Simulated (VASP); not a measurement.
Output of a VASP run:

OSZICAR:
```
       N       E                     dE             d eps       ncg     rms          rms(c)
DAV:   1     0.755095867882E+02    0.75510E+02   -0.49958E+03   816   0.855E+02
DAV:   2    -0.194761027080E+01   -0.77457E+02   -0.72625E+02  1128   0.152E+02
DAV:   3    -0.866222774331E+01   -0.67146E+01   -0.66851E+01  1048   0.498E+01
DAV:   4    -0.882876963261E+01   -0.16654E+00   -0.16651E+00  1128   0.944E+00
DAV:   5    -0.883069540470E+01   -0.19258E-02   -0.19257E-02  1024   0.111E+00    0.606E+00
DAV:   6    -0.870626121827E+01    0.12443E+00   -0.13699E-01   936   0.200E+00    0.386E+00
DAV:   7    -0.868035342173E+01    0.25908E-01   -0.39155E-02   960   0.106E+00    0.241E+00
DAV:   8    -0.867642805872E+01    0.39254E-02   -0.24695E-02   984   0.915E-01    0.337E-01
DAV:   9    -0.867495676064E+01    0.14713E-02   -0.41370E-03   888   0.367E-01    0.142E-01
DAV:  10    -0.867495181688E+01    0.49438E-05   -0.26675E-04  1040   0.962E-02    0.634E-02
DAV:  11    -0.867495206221E+01   -0.24533E-06   -0.88323E-06   952   0.236E-02
   1 F= -.86749521E+01 E0= -.86749521E+01  d E =-.376078E-14  mag=     0.0000    -0.0000     0.0000
       N       E                     dE             ncg
       N       E                     dE             ncg
       N       E                     dE             ncg
```

OUTCAR:
```
------------------------ aborting loop because EDIFF is reached ----------------------------------------
  FORCE on cell =-STRESS in cart. coord.  units (eV):
  Direction    XX          YY          ZZ          XY          YZ          ZX
  --------------------------------------------------------------------------------------
  Total        0.0618258      0.0618258      0.0656868      0.0000000     -0.0000000      0.0000000
  in kB        0.9588998      0.9588996      1.0187832      0.0000000     -0.0000000      0.0000000
  external PRESSURE =       0.9788609 kB  Pullay stress =       0.0000000 kB
  volume of cell :      103.30
      direct lattice vectors                 reciprocal lattice vectors
     2.064007065 -3.574964685  0.000000000     0.242247233 -0.139861521  0.000000000
     2.064007065  3.574964685  0.000000000     0.242247233  0.139861521  0.000000000
     0.000000000  0.000000000  6.999935295     0.000000000  0.000000000  0.142858463
 POSITION                                       TOTAL-FORCE (eV/Angst)
 -----------------------------------------------------------------------------------
      0.00000      0.00000      0.00000         0.000000     -0.000000      0.000000
      2.06401      1.19166      1.66783        -0.000000      0.000000      0.015412
      2.06401     -1.19166      5.33210         0.000000     -0.000000     -0.015412
 -----------------------------------------------------------------------------------
    total drift:                                0.000000      0.000000      0.000000
  FREE ENERGIE OF THE ION-ELECTRON SYSTEM (eV)
  ---------------------------------------------------
  free  energy   TOTEN  =        -8.6749520622 eV

  energy  without entropy=       -8.6749520622  energy(sigma->0) =       -8.67495206

 Ion:    1  E_soc:     -0.0001148

 Ion:    2  E_soc:     -0.2556448

 Ion:    3  E_soc:     -0.2556448
```
(Selected blocks of OUTCAR.)

POSCAR:
```
MgI2
1
    2.0640070650    -3.5749646849     0.0000000000
    2.0640070650     3.5749646849     0.0000000000
   -0.0000000000     0.0000000000     6.9999352948
Mg I
1 2
Direct
  0.0000000000   0.0000000000   1.0000000000
  0.3333330000   0.6666670000   0.2382637304
  0.6666670000   0.3333330000   0.7617362696
```

Q: Reconstruct the remaining input files.

A: Several could match; the one computed here: the input of the run itself, PBEsol GGA with spin-orbit coupling, plane waves, VASP's PBE PAW potentials (set 64).

### INCAR
```
# general
SYSTEM    =MgI2
PREC      =Accurate
ENCUT     =400
LREAL     =F
LASPH     =T

# electronic loop
EDIFF     =1E-6
NELM      =100
ALGO      =Normal
LMAXMIX   =4

# smearing
ISMEAR    =0
SIGMA     =0.05

# functional
GGA       =PS
GGA_COMPAT=F

# spin
MAGMOM    =9*0
LSORBIT   =T

# output
LWAVE     =F
LCHARG    =F
```

**KPOINTS**
```
Automatic mesh
0
Gamma
6 6 3
0 0 0
```

### KPOINTS_OPT
```
k-points along high-symmetry lines
5
Line-mode
Reciprocal
  0.000000   0.000000   0.000000 ! GAMMA
  0.500000   0.000000   0.000000 ! M

  0.500000   0.000000   0.000000 ! M
  0.333333   0.333333   0.000000 ! K

  0.333333   0.333333   0.000000 ! K
  0.000000   0.000000   0.000000 ! GAMMA

  0.000000   0.000000   0.000000 ! GAMMA
  0.000000   0.000000   0.500000 ! A

  0.000000   0.000000   0.500000 ! A
  0.500000   0.000000   0.500000 ! L

  0.500000   0.000000   0.500000 ! L
  0.333333   0.333333   0.500000 ! H

  0.333333   0.333333   0.500000 ! H
  0.000000   0.000000   0.500000 ! A

  0.500000   0.000000   0.500000 ! L
  0.500000   0.000000   0.000000 ! M

  0.333333   0.333333   0.500000 ! H
  0.333333   0.333333   0.000000 ! K
```

POTCAR, in this order: Mg I (PBE.64 set). Program: vasp_ncl.

Without a dispersion term in the relaxation, distances and binding between the weakly bound layers, chains or molecules are unreliable, and so is what depends on them.

The compound is MgI2 in the 1T layered structure. It was relaxed first.
